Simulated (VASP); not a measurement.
Calculation: PBEsol GGA, VASP's PBE PAW potentials (set 64) (plane waves; VASP).

The input files of a VASP run:

POSCAR:
```
Cs(100) slab
1
    6.0042967204     0.0000000000     0.0000000000
    0.0000000000     6.0042967204     0.0000000000
    0.0000000000     0.0000000000    26.7732575074
Cs
4
Direct
  0.5000000000   0.0000000000   0.3312127275
  0.0000000000   0.5000000000   0.4441994091
  0.5000000000   0.0000000000   0.5558005909
  1.0000000000   0.5000000000   0.6687872725
```

### KPOINTS
```
Regular mesh
0
gamma
  5 5 1
```

INCAR:
```
PREC  =  Normal
LWAVE  =  .FALSE.
NELM  =  100
SIGMA  =  0.1   # width (eV)
IDIPOL  =  3
ALGO  =  Normal
LCHARG  =  .FALSE.
ISMEAR  =  1
NELMIN  =  4
DIPOL  =  0.5 0.5 0.5
LDIPOL  =  .TRUE.
ENCUT  =  400   # plane-wave cut-off (eV)
LORBIT  =  11
LMAXMIX  =  4
SYSTEM  =  Cs(100) slab
EDIFF  =  1E-6   # SCF stop (eV)
LASPH  =  .TRUE.
LVHAR  =  .TRUE.
GGA  =  PS   # PBEsol
LREAL  =  .FALSE.
```

POTCAR, in this order: Cs_sv (PBE.64 set). Program: vasp_std. Read from the step before: WAVECAR.

Q: What will the output report for the number of irreducible k-points (NKPTS), largest plane-wave count, number of space-group operations, FFT grid (NGX, NGY, NGZ)?

A: 
number of irreducible k-points (NKPTS): 6
largest plane-wave count: 17564
number of space-group operations: 16
FFT grid (NGX, NGY, NGZ): 30 × 30 × 140

The cell is a thin slab with vacuum, built from Cs (bcc): (100) face.
